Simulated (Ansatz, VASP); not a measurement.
# K2LuScF6: VASP beside Ansatz, part 2 of 2

One calculation is typed for both programs; each brings its own data sets and cutoff. How far apart do they land? The cell is invented: As first built, before any earlier steps moved the atoms (in the runner's words): it takes the K2ScInF6 structure with some of its atoms replaced by other elements, volume scaled by an estimate. It may not be a known or stable phase. The cell is taken from a series of VASP runs on this material, whose earlier steps may have relaxed, scaled or displaced it; both programs get it as it stands.

VASP 6.6.1 and Ansatz 0.2.0.

So far: Set-up; VASP: relaxation of cell and atoms, LDA.

## 3. Ansatz: relaxation of cell and atoms, LDA

Level of this step: Ansatz beside VASP: Kohn-Sham DFT, plane waves, LDA (Ansatz).

Ansatz runs on its default PAW (the set named soft_2) files.

The same cell, functional (in two slightly different forms), mesh and smearing now go to Ansatz, which takes its cutoff from its data sets.

The input, input.yaml:

```yaml
crystal:
  lattice:
    - [0.0, 4.2892226021, 4.2892226021]
    - [4.2892226021, 0.0, 4.2892226021]
    - [4.2892226021, 4.2892226021, 0.0]
  atoms:
    - { symbol: Lu, position: [0.5, 0.5, 0.5] }
    - { symbol: Sc, position: [0.0, 0.0, 0.0] }
    - { symbol: K, position: [0.25, 0.25, 0.25] }
    - { symbol: K, position: [0.75, 0.75, 0.75] }
    - { symbol: F, position: [0.2477274617, 0.2477274617, 0.7522725383] }
    - { symbol: F, position: [0.2477274617, 0.7522725383, 0.7522725383] }
    - { symbol: F, position: [0.7522725383, 0.7522725383, 0.2477274617] }
    - { symbol: F, position: [0.2477274617, 0.7522725383, 0.2477274617] }
    - { symbol: F, position: [0.7522725383, 0.2477274617, 0.7522725383] }
    - { symbol: F, position: [0.7522725383, 0.2477274617, 0.2477274617] }
hamiltonian:
  xc: lda
  pseudopotentials: { kind: paw }
kpoints:
  mp_grid: { grid: [4, 4, 4] }
scf:
  occupations: { method: gaussian, width: 0.1 }
relax:
  f_tol: 0.01
  max_steps: 60
  cell: { stress_tol: 0.05 }
output:
  forces: true
  stress: true
  write_density: true
  write_potential: true
  elf: true
  volumetric_format: npy
```

Run with:

```bash
> ansatz run input.yaml --threads 4 --pin off --max-ram 9216MiB --backend cpu --events-out ev --progress --plain --runs-dir out
```

Numbers of over 12 decimals in the logs are rounded to 6 here.

What it wrote:

```text
Engine: ansatz 0.2.0, aarch64-unknown-linux-gnu
Pseudopotentials: kind: paw
Pseudopotential: Lu, paw, valence charge 25, recommended cutoff 420 eV (normal), Lu.paw.azcp
Pseudopotential: Sc, paw, valence charge 11, recommended cutoff 420 eV (normal), Sc.paw.azcp
Pseudopotential: K, paw, valence charge 9, recommended cutoff 420 eV (normal), K.paw.azcp
Pseudopotential: F, paw, valence charge 7, recommended cutoff 420 eV (normal), F.paw.azcp
Functional definition: SPW92
  exchange = slater_x
  correlation = pw_c
Crystal: 10 atoms, lattice volume = 157.821 Å³
Basis set: ecut = 420 eV, 3119 PW (Γ)
Bands: 58, of which v1, the nominal top of the filled ones, is band 48 counted from 1 (47 counted from 0)
Symmetry: 48 space group operations
Space group: Fm-3m (ITA 225), of the structure as read, at distance tolerance 5.4e-5 Å
k-points: 8 of 64
Non-local potential: Lu, projectors of the file, l = 0: 3, l = 1: 2, l = 2: 2, l = 3: 3
Non-local potential: Sc, projectors of the file, l = 0: 3, l = 1: 2, l = 2: 3, l = 3: 1
Non-local potential: K, projectors of the file, l = 0: 3, l = 1: 2, l = 2: 2
Non-local potential: F, projectors of the file, l = 0: 2, l = 1: 2, l = 2: 1
PAW form: soft (Blöchl's): semilocal exchange-correlation on the pseudo side does not see the compensation charge
PAW frozen core: Lu, regenerated for the run's functional, and the local potential with it (the file was generated under x = pbe(κ = 0.804, μ = 0.219515), c = pbe(β = 0.066725))
PAW frozen core: Sc, regenerated for the run's functional, and the local potential with it (the file was generated under x = pbe(κ = 0.804, μ = 0.219515), c = pbe(β = 0.066725))
PAW frozen core: K, regenerated for the run's functional, and the local potential with it (the file was generated under x = pbe(κ = 0.804, μ = 0.219515), c = pbe(β = 0.066725))
PAW frozen core: F, regenerated for the run's functional, and the local potential with it (the file was generated under x = pbe(κ = 0.804, μ = 0.219515), c = pbe(β = 0.066725))
PAW one-centre angular grid: Lu, 590 points (default); XC on 64 Gauss nodes
PAW one-centre angular grid: Sc, 590 points (default); XC on 64 Gauss nodes
PAW one-centre angular grid: K, 110 points (default); XC on 64 Gauss nodes
PAW one-centre angular grid: F, 110 points (default); XC on 64 Gauss nodes
Initial density: superposition of atomic densities (neutral atoms: chi_scale 0, normalization atom), corrected by the library's trained network
Initial wavefunctions: pseudopotential atomic-orbital guess
Functional: x = slater, c = lda
SCF iter   1: F=—  HF=-24351.142648 eV  |F-HF|=—  |Δ(HF+E_count)|=         —  Δρ=2.13e-2  dr2=5.84e-1  ethr=1.77e-3  ⟨swp⟩=8.0  Hψ=1984  notcnv=0
preconditioner: auto → LDOS  [metal: Δε(μ)=0.064 eV  Ē_g=10.967 eV  σ=0.100 eV  W_gap=0.35  n_scr=50 (ndim 8)  ℏωp=23.6 eV  f_vac=0.051  D(μ)=9.83/eV (n_scr^D=112)  β→1.0]
SCF iter   2: F=—  HF=-24351.062493 eV  |F-HF|=—  |Δ(HF+E_count)|=   8.02e-2  Δρ=1.75e-2  dr2=2.48e-1  ethr=6.09e-4  ⟨swp⟩=3.2  Hψ=943  notcnv=0  defer=19
SCF iter   3: F=—  HF=-24350.993989 eV  |F-HF|=—  |Δ(HF+E_count)|=   6.85e-2  Δρ=3.37e-3  dr2=2.46e-2  ethr=2.58e-4  ⟨swp⟩=2.0  Hψ=831  notcnv=0  defer=19
SCF iter   4: F=—  HF=-24350.989583 eV  |F-HF|=—  |Δ(HF+E_count)|=   4.41e-3  Δρ=1.56e-3  dr2=7.66e-3  ethr=2.57e-5  ⟨swp⟩=2.1  Hψ=795  notcnv=0  defer=19
SCF iter   5: F=—  HF=-24350.988788 eV  |F-HF|=—  |Δ(HF+E_count)|=   7.95e-4  Δρ=8.94e-4  dr2=2.57e-3  ethr=7.98e-6  ⟨swp⟩=2.1  Hψ=716  notcnv=0  defer=19
SCF iter   6: F=—  HF=-24350.988284 eV  |F-HF|=—  |Δ(HF+E_count)|=   5.04e-4  Δρ=5.45e-4  dr2=1.02e-3  ethr=2.67e-6  ⟨swp⟩=2.1  Hψ=877  notcnv=0  defer=18
SCF iter   7: F=—  HF=-24350.988141 eV  |F-HF|=—  |Δ(HF+E_count)|=   1.43e-4  Δρ=3.32e-4  dr2=4.97e-4  ethr=1.07e-6  ⟨swp⟩=2.0  Hψ=849  notcnv=0  defer=15
SCF iter   8: F=—  HF=-24350.988071 eV  |F-HF|=—  |Δ(HF+E_count)|=   7.03e-5  Δρ=1.66e-4  dr2=1.09e-4  ethr=5.18e-7  ⟨swp⟩=1.6  Hψ=456  notcnv=0  defer=15
SCF iter   9: F=—  HF=-24350.988063 eV  |F-HF|=—  |Δ(HF+E_count)|=   7.53e-6  Δρ=3.56e-5  dr2=3.36e-6  ethr=1.13e-7  ⟨swp⟩=2.0  Hψ=652  notcnv=0  defer=15
SCF iter  10: F=—  HF=-24350.988206 eV  |F-HF|=—  |Δ(HF+E_count)|=   1.42e-4  Δρ=8.07e-6  dr2=1.49e-7  ethr=3.50e-9  ⟨swp⟩=2.9  Hψ=877  notcnv=0  defer=15
SCF iter  11: F=-24350.988206 eV  HF=-24350.988206 eV  |F-HF|=7.37e-9  |Δ(HF+E_count)|=   9.37e-9  Δρ=2.28e-6  dr2=9.74e-9  ethr=1.04e-10  ⟨swp⟩=9.9  Hψ=3642  notcnv=0
SCF 1 converged in 11 iterations: F = -24350.988206 eV  dr2 = 9.74e-9
  greatest PAW one-centre occupation: 0.998 electrons in one spin orbital (limit 2), on the Lu atom at site 0 (counted from 0), in its partial waves of l = 0
relax step   1: F+E_penalty+E_count = -24350.98820565 eV  Δ(F+E_penalty+E_count) = +0.000e0 eV  max|allowed force component| = 5.061e-2 eV/Å  Δτ_max = 0.0000 Å  P = -0.689 GPa  Ω = 157.821 Å³  (11 SCF iters, dr2 threshold 1.00e-7 eV, accepted)
[...]
relax step   2: F+E_penalty+E_count = -24350.99679988 eV  Δ(F+E_penalty+E_count) = -8.594e-3 eV  max|allowed force component| = 3.706e-3 eV/Å  Δτ_max = 0.0026 Å  P = +0.007 GPa  Ω = 156.540 Å³  energy of the carried Pulay correction = +5.409e-3 eV  (9 SCF iters, dr2 threshold 1.00e-6 eV, accepted)
[...]
relax step   3: F+E_penalty+E_count = -24350.99074839 eV  Δ(F+E_penalty+E_count) = +6.051e-3 eV  max|allowed force component| = 3.532e-3 eV/Å  Δτ_max = 0.0000 Å  P = -0.058 GPa  Ω = 156.540 Å³  stress off target by 5.84e-2 GPa  SCF on the basis re-selected at this cell (its energy is not comparable with the rows above)  (7 SCF iters)
[...]
relax step   4: F+E_penalty+E_count = -24350.99122364 eV  Δ(F+E_penalty+E_count) = -4.753e-4 eV  max|allowed force component| = 3.547e-4 eV/Å  Δτ_max = 0.0002 Å  P = -0.002 GPa  Ω = 156.433 Å³  energy of the carried Pulay correction = +4.534e-4 eV  (9 SCF iters, dr2 threshold 8.52e-9 eV, accepted)
[...]
relax step   5: F+E_penalty+E_count = -24350.99122364 eV  Δ(F+E_penalty+E_count) = -8.004e-11 eV  max|allowed force component| = 3.581e-4 eV/Å  Δτ_max = 0.0000 Å  P = -0.004 GPa  Ω = 156.433 Å³  stress off target by 4.16e-3 GPa  SCF on the basis re-selected at this cell (its energy is not comparable with the rows above)  (5 SCF iters)
basis re-selected at this cell: Δ(F+E_penalty+E_count) = -8.004e-11 eV, ΔP = -0.002 GPa vs the last step (what re-selecting the basis moved, of the pressure what is left beyond the Pulay correction that the steps carried, after the strain that the cell walked since its last selection, with what the two solves' SCF thresholds leave and, on support functions, any second-order correction that the steps lacked; it is no  [...]
SCF converged after 5 iterations
Free energy (F): -24350.991224 eV
Harris-Foulkes:  -24350.991224 eV  (|F-HF|=8.37e-11)
Internal energy: -24350.948911 eV  (E = F + TS)
E sigma→0 (E₀):  -24350.970067 eV
Entropy (-TS):   -0.042312 eV (-4.231 meV/atom)
Fermi energy:    10.880929 eV
--- Per-component energies (eV) ---
  E_band       = -636.166912
  E_kinetic    = 2425.362384
  E_local      = -13749.811394  (includes V_loc(G=0)·N_el)
  E_nonlocal   = 1162.853505
  E_hartree    = 5542.697374
  E_xc         = -1056.306195
  E_vxc        = -1323.105930  (∫ρ·V_xc dr)
  E_paw        = -10657.851108  (= ΣΔE_a)
  E_vpaw       = -236.872665  (= ΣTr[D̂ρ^β])
  E_aug_tail   = 0.012102  (compensation charges beyond the density's cutoff)
  E_ewald      = -8021.723647
  E_core_change = 3.818068  (= ΣΔE_core)
  E_smearing   = -0.042312  (= −TS)
  E_closure    = -0.000000  (closes the sum)
  Σ components = -24350.991224   (vs F -24350.991224, Δ=0.00e0)
--- Forces (eV/Å), atoms counted from 1 ---
  atom   1  Lu     0.00000000    -0.00000000     0.00000000
  atom   2  Sc    -0.00000000     0.00000000     0.00000000
  atom   3  K     -0.00000000     0.00000000     0.00000000
  atom   4  K     -0.00000000     0.00000000    -0.00000000
  atom   5  F      0.00000000    -0.00000000    -0.00035810
  atom   6  F      0.00035810     0.00000000    -0.00000000
  atom   7  F     -0.00000000     0.00000000     0.00035810
  atom   8  F     -0.00000000    -0.00035810    -0.00000000
  atom   9  F      0.00000000     0.00035810     0.00000000
  atom  10  F     -0.00035810    -0.00000000     0.00000000
  max |Σ_I F_I| component: 6.02e-18 eV/Å
--- Stress (GPa, compression-positive) ---
       -0.004162      -0.000000       0.000000
       -0.000000      -0.004162      -0.000000
       -0.000000      -0.000000      -0.004162
  P = ⅓ Tr σ = -0.0042 GPa (-0.042 kbar)
--- Band table (eV; the first three rows and the last of 8) ---
  k-point 0: bands = [... 44 lower, 3.7428, 3.7428, 3.7428, 9.0983, 10.5719, 10.5719, 10.5719, 12.0309, ... 6 higher]
  k-point 1: bands = [... 44 lower, 3.6790, 3.7057, 3.7057, 9.7675, 10.8131, 10.8131, 10.8718, 12.0146, ... 6 higher]
  k-point 2: bands = [... 44 lower, 3.6284, 3.6731, 3.6731, 11.1461, 11.1685, 11.1685, 11.1861, 11.4369, ... 6 higher]
  k-point 7: bands = [... 44 lower, 3.6612, 3.6932, 3.6932, 11.0739, 11.0739, 11.2308, 11.7661, 11.8243, ... 6 higher]
--- Relaxed structure (3 steps of the walk, 3 accepted, 2 SCFs on fresh bases) ---
  F+E_penalty+E_count = -24350.99122364 eV   max|allowed force component| = 3.581e-4 eV/Å   (the final SCF, on the basis selected at the relaxed cell)
  cell:  # Å, volume = 156.4334 Å³
    - [0, 4.276612, 4.276612]
    - [4.276612, 0, 4.276612]
    - [4.276612, 4.276612, 0]
  atoms:
    - { symbol: Lu, position: [0.5, 0.5, 0.5] }
    - { symbol: Sc, position: [0, 0, 0] }
    - { symbol: K, position: [0.25, 0.25, 0.25] }
    - { symbol: K, position: [0.750000, 0.750000, 0.750000] }
    - { symbol: F, position: [0.248060, 0.248060, 0.751940] }
    - { symbol: F, position: [0.248060, 0.751940, 0.751940] }
    - { symbol: F, position: [0.751940, 0.751940, 0.248060] }
    - { symbol: F, position: [0.248060, 0.751940, 0.248060] }
    - { symbol: F, position: [0.751940, 0.248060, 0.751940] }
    - { symbol: F, position: [0.751940, 0.248060, 0.248060] }
```

It took 7.5 s on 4 threads of Arm Neoverse V2, shared host; peak memory 0.6 GiB; 26 s of CPU time.

## 4. Comparison

Known differences besides the potentials themselves: the two LDA forms differ slightly; both relaxations stop at a tolerance, which leaves soft axes loose, and VASP keeps its plane-wave basis; the data sets hold 96 valence electrons in Ansatz (default PAW (the set named soft_2) files) and 92 in VASP; the cutoff is 420 eV in Ansatz and 520 eV in VASP; Ansatz makes its cores anew for this functional, VASP keeps those of its PBE data sets; VASP's log shows a relativistic correction to its local exchange, Ansatz's none; Ansatz adds a Pulay correction to the stress that steers its cell, VASP none. Total energies have different zeros and are not compared.

Compared:

```csv
quantity,Ansatz,VASP,difference
volume (Å³),156.43,157.82,-0.88 %
"edge a after relaxation, in the typed setting (Å)",6.048,6.066,-0.30 %
```

The walks stopped with 0.00 GPa left in Ansatz and -0.02 GPa in VASP; each walk ends within a tolerance, so the volume difference is uncertain by about these residues over the bulk modulus, most in soft cells.

## 5. Results

```
difference in volume (relaxation of cell and atoms, LDA) : -0.88 %
```

The difference in volume is -0.88 % (relaxation of cell and atoms, LDA), within the 1.2 % picked in this series as the mark of a large difference, as far as the stopping tolerances let one tell. How closely two codes agree says nothing of how well the functional describes the real material.

[Lines on the potential files, build, host, timing and source positions are cut from VASP's logs without a mark.]

[Logs are printed without paths, hosts, clocks, repeated set-up lines and the standing remarks that a program may print on its own settings, such as how far it seeks lower states.]

[Hosts, paths, dates, database ids (printed as entryN), source tags and the programs' standing remarks are cut or masked in the printed files.]
